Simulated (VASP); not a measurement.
Write the native input for VASP 6.6.1 that does the following.

```
Task                   : single point
Functional             : RPBE
Potentials or basis    : VASP PAW PBE potentials, release 64 (Si, Cl, H)
Cutoff                 : 400 eV
k mesh                 : 1 × 1 × 1
Occupations            : gaussian, width 0.01 eV
Spin                   : no spin polarisation
Further INCAR settings : ALGO = Normal; EDIFF = 1e-06; NBANDS = 18; ISYM = 0
```

The structure of SiCl2H2 lies in POSCAR:

```
SiH2Cl2                                 
1.0
   13.0062868778      0.0000000000      0.0000000000
    0.0000000000     13.5062868778      0.0000000000
    0.0000000000      0.0000000000     14.0062868778
  Si              Cl              H             
     1     2     2
Selective dynamics
Direct
     0.5004594151000035    0.5136331543000026    0.4971609763000018   F   F   F
     0.4103578986179794    0.4069473741486546    0.4348536173445948   T   T   T
     0.5827956528126796    0.4526015486020409    0.6074165056197109   T   T   T
     0.5734641995858106    0.5520482693755316    0.4248048689674492   T   T   T
     0.4328744908831846    0.5922876573646438    0.5360463422906239   T   T   T
```

One way to write it, as run:

INCAR

```
SYSTEM = SiH2Cl2
PREC     = Accurate       ! precision mode
ENCUT    = 400            ! plane-wave cutoff, eV
EDIFF    = 1E-6           ! SCF threshold, eV
ISMEAR   = 0              ! smearing method
SIGMA    = 0.01           ! smearing width, eV
LREAL    = .False.        ! projectors in reciprocal space
LASPH    = .True.         ! aspherical terms in the spheres
NELM     = 60             ! most SCF steps
ALGO     = Normal         ! electronic algorithm
ISIF     = 2              ! what is computed and relaxed
LWAVE    = .False.        ! write WAVECAR
LCHARG   = .False.        ! write CHGCAR
GGA      = RP             ! functional
NBANDS   = 18             ! bands
ISYM     = 0
```

KPOINTS

```
Automatic mesh
0
Gamma
  1 1 1
  0 0 0
```

Potentials or basis: VASP PAW PBE potentials, release 64 (Si, Cl, H).

Launch:

```sh
$ cat potpaw_PBE.64/Si/POTCAR potpaw_PBE.64/Cl/POTCAR potpaw_PBE.64/H/POTCAR > POTCAR
$ mpirun -np 1 vasp_gam > vasp.out
```

Results of the run:

```yaml
Largest_force: 0.169 eV/Å
Gap_between_the_frontier_levels: 6.59 eV
```

Caveat: the PAW data sets were made with another functional, which shifts forces and pressure a little.

It took 82 s on 1 thread of Intel(R) Xeon(R) 6975P-C (Granite Rapids), on a shared host, peak memory 1.2 GiB.
